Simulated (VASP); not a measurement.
Given:

```
BaZrO3
1.0
    4.23842     0.00000     0.00000
    0.00000     4.23842     0.00000
    0.00000     0.00000     4.23842
Ba Zr O
1 1 3
Direct
  0.00000   0.00000   0.00000
  0.50000   0.50000   0.50000
  0.50000   0.00000   0.50000
  0.00000   0.50000   0.50000
  0.50000   0.50000   0.00000
```

All values below come from AM05 GGA, VASP's PBE PAW potentials (set 64) (plane waves; VASP). Run with 520 eV cut-off, 5×5×5 Γ-centred mesh, Gaussian smearing of 0.050 eV, potentials Ba_sv Zr_sv O.

### Question
Give the stress tensor in GPa (positive for a compressed cell).

### Answer

```
-4.46   0.00   0.00
 0.00  -4.46   0.00
 0.00   0.00  -4.46
```
The pressure is its mean diagonal, -4.46 GPa.

The compound is BaZrO3 in the cubic perovskite structure. This cell is one point of a volume scan, at 1.03 of the reference volume.
